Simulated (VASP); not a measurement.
Given:

```
Au
1.0
    0.00000     2.09652     2.09652
    2.09652     0.00000     2.09652
    2.09652     2.09652     0.00000
Au
1
Direct
  0.00000   0.00000   0.00000
```

Method: RPBE GGA, VASP's PBE PAW potentials (set 64) (plane waves; VASP 6.6.1). Numerical set-up: 520 eV cut-off, Gaussian smearing of 0.050 eV, potentials Au.

**Question.** Give the energies of bands 1 to 7 at the high-symmetry points, in eV from the Fermi level.

**Answer.** 
```
band      Γ      X      U      L      W
----  -----  -----  -----  -----  -----
1     -9.06  -6.42  -5.88  -6.66  -5.43
2     -4.35  -6.14  -5.32  -4.38  -4.73
3     -4.35  -2.04  -3.56  -4.38  -4.73
4     -4.35  -1.71  -2.77  -1.99  -3.14
5     -3.04  -1.71  -2.10  -1.99  -1.71
6     -3.04   1.23   3.58  -0.61   4.30
7     14.54   5.15   4.46   2.64   6.03
```

It has no gap at this level: it comes out as a metal or semimetal.

The compound is Au in the fcc structure. It was relaxed first, which changed the volume by +9 %.
